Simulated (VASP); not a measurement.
Output of a VASP run:

File OSZICAR:
```
       N       E                     dE             d eps       ncg     rms          rms(c)
DAV:   1     0.377046861041E+03    0.37705E+03   -0.11031E+04  2858   0.150E+03
DAV:   2    -0.540222730126E+01   -0.38245E+03   -0.37679E+03  4015   0.689E+02
DAV:   3    -0.284866687846E+02   -0.23084E+02   -0.22538E+02  4735   0.193E+02
DAV:   4    -0.289421898963E+02   -0.45552E+00   -0.42900E+00  4406   0.235E+01
DAV:   5    -0.289484721711E+02   -0.62823E-02   -0.62792E-02  4721   0.295E+00    0.976E+00
DAV:   6    -0.235897783556E+02    0.53587E+01   -0.73208E+00  3186   0.441E+01    0.202E+00
DAV:   7    -0.216419940871E+02    0.19478E+01   -0.14498E+00  3733   0.112E+01    0.977E-01
DAV:   8    -0.231940650210E+02   -0.15521E+01   -0.70572E-01  3424   0.711E+00    0.675E-01
DAV:   9    -0.227619272176E+02    0.43214E+00   -0.44544E-01  2864   0.784E+00    0.281E-01
DAV:  10    -0.226774155278E+02    0.84512E-01   -0.68005E-02  3771   0.368E+00    0.186E-01
DAV:  11    -0.227277912792E+02   -0.50376E-01   -0.10726E-02  3571   0.125E+00    0.148E-01
DAV:  12    -0.227083784008E+02    0.19413E-01   -0.15898E-02  2892   0.145E+00    0.346E-02
DAV:  13    -0.227140603653E+02   -0.56820E-02   -0.22266E-03  4225   0.687E-01    0.518E-02
DAV:  14    -0.227138129529E+02    0.24741E-03   -0.55176E-05  3915   0.981E-02    0.525E-02
DAV:  15    -0.227121453346E+02    0.16676E-02   -0.21774E-04  3690   0.124E-01    0.326E-02
DAV:  16    -0.227116621181E+02    0.48322E-03   -0.33074E-04  3053   0.212E-01    0.111E-02
DAV:  17    -0.227116590727E+02    0.30453E-05   -0.15012E-05  4779   0.563E-02    0.110E-02
DAV:  18    -0.227115639697E+02    0.95103E-04   -0.14659E-05  3074   0.319E-02    0.874E-03
DAV:  19    -0.227115726733E+02   -0.87036E-05   -0.34465E-06  3718   0.237E-02    0.125E-02
DAV:  20    -0.227115437476E+02    0.28926E-04   -0.79573E-05  3557   0.114E-01    0.124E-02
DAV:  21    -0.227115590866E+02   -0.15339E-04   -0.72542E-06  4311   0.396E-02    0.931E-03
DAV:  22    -0.227115595009E+02   -0.41428E-06   -0.16485E-06  3697   0.162E-02    0.729E-03
DAV:  23    -0.227115653692E+02   -0.58683E-05   -0.33270E-06  3592   0.226E-02    0.285E-03
DAV:  24    -0.227115653116E+02    0.57607E-07   -0.80229E-08  1656   0.439E-03
   1 F= -.22711565E+02 E0= -.22711638E+02  d E =0.218567E-03
```

**OUTCAR**
```
------------------------ aborting loop because EDIFF is reached ----------------------------------------
  FORCE on cell =-STRESS in cart. coord.  units (eV):
  Direction    XX          YY          ZZ          XY          YZ          ZX
  --------------------------------------------------------------------------------------
  Total       -0.0084119     -0.0084119      0.0111876      0.0000000      0.0000000      0.0000000
  in kB       -0.2702313     -0.2702313      0.3594000      0.0000000      0.0000000      0.0000000
  external PRESSURE =      -0.0603542 kB  Pullay stress =       0.0000000 kB
  volume of cell :       49.87
      direct lattice vectors                 reciprocal lattice vectors
     1.665946463 -2.885503829  0.000000000     0.300129693 -0.173279964  0.000000000
     1.665946463  2.885503829  0.000000000     0.300129693  0.173279964  0.000000000
     0.000000000  0.000000000  5.187467241     0.000000000  0.000000000  0.192772302
 POSITION                                       TOTAL-FORCE (eV/Angst)
 -----------------------------------------------------------------------------------
      1.66595      0.96184      1.29687        -0.000000      0.000000      0.000000
      1.66595     -0.96184      3.89060         0.000000      0.000000      0.000000
 -----------------------------------------------------------------------------------
    total drift:                                0.000000      0.000693     -0.000014
  FREE ENERGIE OF THE ION-ELECTRON SYSTEM (eV)
  ---------------------------------------------------
  free  energy   TOTEN  =       -22.7115653116 eV

  energy  without entropy=      -22.7117838783  energy(sigma->0) =      -22.71163817
```
(Selected blocks of OUTCAR.)

File POSCAR:
```
Sc
1
    1.6659464631    -2.8855038285    -0.0000000000
    1.6659464631     2.8855038285     0.0000000000
   -0.0000000000    -0.0000000000     5.1874672410
Sc
2
Direct
  0.3333330000   0.6666670000   0.2500000000
  0.6666670000   0.3333330000   0.7500000000
```

**Question.** Reconstruct the remaining input files.

**Answer.** Several could match; the one computed here: the input of the run itself, r2SCAN meta-GGA, plane waves, VASP's PBE PAW potentials (set 64).

KPOINTS:
```
K-points
0
gamma
12 12 8
0 0 0
```

INCAR:
```
# general
SYSTEM  = Sc
PREC    = Accurate
ENCUT   = 480
LREAL   = .False.
LASPH   = .True.

# electronic loop
EDIFF   = 1E-7
NELM    = 100
ALGO    = Normal
LMAXMIX = 4
LMIXTAU = .True.

# smearing
ISMEAR  = 1
SIGMA   = 0.1

# functional
METAGGA = R2SCAN

# ions
ISIF    = 2

# output
LWAVE   = .False.
LCHARG  = .False.
```

POTCAR, in this order: Sc_sv (PBE.64 set). Program: vasp_std.

The compound is Sc in the hcp structure. It was relaxed first.
